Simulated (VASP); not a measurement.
Output of a VASP run:

OSZICAR:
```
       N       E                     dE             d eps       ncg     rms          rms(c)
DAV:   1     0.208329225332E+02    0.20833E+02   -0.51430E+03  1536   0.124E+03
DAV:   2    -0.273336135020E+02   -0.48167E+02   -0.46094E+02  1528   0.183E+02
DAV:   3    -0.290866532242E+02   -0.17530E+01   -0.16978E+01  1742   0.483E+01
DAV:   4    -0.291258280381E+02   -0.39175E-01   -0.39125E-01  2047   0.622E+00
DAV:   5    -0.291264155335E+02   -0.58750E-03   -0.58746E-03  1881   0.673E-01    0.286E+01
DAV:   6    -0.339914574875E+02   -0.48650E+01   -0.25755E+02  1628   0.276E+02    0.374E+01
DAV:   7    -0.196894361917E+02    0.14302E+02   -0.88083E+01  1598   0.123E+02    0.909E+00
DAV:   8    -0.196430594496E+02    0.46377E-01   -0.10722E+00  1984   0.132E+01    0.638E+00
DAV:   9    -0.196745143542E+02   -0.31455E-01   -0.36670E-02  2219   0.284E+00    0.360E+00
DAV:  10    -0.196986491670E+02   -0.24135E-01   -0.20471E-01  1673   0.751E+00    0.962E-01
DAV:  11    -0.196961435388E+02    0.25056E-02   -0.85310E-02  1682   0.569E+00    0.460E-01
DAV:  12    -0.197019692415E+02   -0.58257E-02   -0.10482E-02  2208   0.172E+00    0.413E-01
DAV:  13    -0.196974393382E+02    0.45299E-02   -0.16064E-02  1730   0.221E+00    0.244E-01
DAV:  14    -0.196976650020E+02   -0.22566E-03   -0.77305E-04  2007   0.520E-01    0.101E-01
DAV:  15    -0.196976681007E+02   -0.30987E-05   -0.18724E-05  1591   0.685E-02    0.766E-02
DAV:  16    -0.196976605233E+02    0.75774E-05   -0.21832E-04  1752   0.290E-01    0.322E-02
DAV:  17    -0.196976448364E+02    0.15687E-04   -0.19352E-05  1808   0.768E-02    0.118E-02
DAV:  18    -0.196976441552E+02    0.68128E-06   -0.24391E-06  1670   0.234E-02    0.244E-03
DAV:  19    -0.196976443128E+02   -0.15761E-06   -0.22614E-07  1293   0.771E-03    0.811E-04
DAV:  20    -0.196976441515E+02    0.16130E-06   -0.11904E-07   795   0.549E-03    0.621E-04
DAV:  21    -0.196976441041E+02    0.47410E-07   -0.36155E-08   765   0.451E-03
   1 F= -.19697644E+02 E0= -.19697728E+02  d E =0.253121E-03
```

OUTCAR:
```
------------------------ aborting loop because EDIFF is reached ----------------------------------------
  FORCE on cell =-STRESS in cart. coord.  units (eV):
  Direction    XX          YY          ZZ          XY          YZ          ZX
  --------------------------------------------------------------------------------------
  Total       -1.5306136     -1.5306136     -1.5306136     -0.0000000     -0.0000000     -0.0000000
  in kB     -100.6503842   -100.6503842   -100.6503842     -0.0000000     -0.0000000     -0.0000000
  external PRESSURE =    -100.6503842 kB  Pullay stress =       0.0000000 kB
  volume of cell :       24.36
      direct lattice vectors                 reciprocal lattice vectors
     2.899035761  0.000000000  0.000000000     0.344942278  0.000000000  0.000000000
     0.000000000  2.899035761  0.000000000     0.000000000  0.344942278  0.000000000
     0.000000000  0.000000000  2.899035761     0.000000000  0.000000000  0.344942278
 POSITION                                       TOTAL-FORCE (eV/Angst)
 -----------------------------------------------------------------------------------
      1.44952      1.44952      1.44952         0.000000      0.000000      0.000000
      0.00000      0.00000      0.00000         0.000000      0.000000      0.000000
 -----------------------------------------------------------------------------------
    total drift:                               -0.000000      0.000000      0.000000
  FREE ENERGIE OF THE ION-ELECTRON SYSTEM (eV)
  ---------------------------------------------------
  free  energy   TOTEN  =       -19.6976441041 eV

  energy  without entropy=      -19.6978972252  energy(sigma->0) =      -19.69772848
```
(Selected blocks of OUTCAR.)

POSCAR:
```
FeAl
1
    2.8990357609     0.0000000000     0.0000000000
    0.0000000000     2.8990357609     0.0000000000
    0.0000000000     0.0000000000     2.8990357609
Al Fe
1 1
Direct
  0.5000000000   0.5000000000   0.5000000000
  0.0000000000   0.0000000000   0.0000000000
```

### Question
Write an INCAR and KPOINTS that could have produced this output.

### Answer
One answer among several that fit: the input of the run itself, MS2 meta-GGA, plane waves, VASP's PBE PAW potentials (set 64).

### INCAR
```
! general
SYSTEM =FeAl
PREC   =Accurate
ENCUT  =520
LREAL  =.False.   ! projection in real space or not
LASPH  =.True.   ! aspherical one-centre terms

! electronic loop
EDIFF  =1E-7   ! SCF stop (eV)
NELM   =100   ! most electronic steps
ALGO   =Normal
LMAXMIX=4   ! l cut-off of mixed one-centre charges
LMIXTAU=.True.

! smearing
ISMEAR =1
SIGMA  =0.1   ! width (eV)

! functional
METAGGA=MS2

! ions
ISIF   =2

! output
LWAVE  =.False.
LCHARG =.False.
```

File KPOINTS:
```
Automatic
0
G
  13 13 13
```

POTCAR, in this order: Al Fe (PBE.64 set). Program: vasp_std.

The compound is FeAl in the CsCl type structure. This cell is one point of a volume scan, at 1.06 of the reference volume. The run is not spin-polarised, so no magnetic state was tried. The electron count is odd and the run is not spin-polarised, which forces a metal.
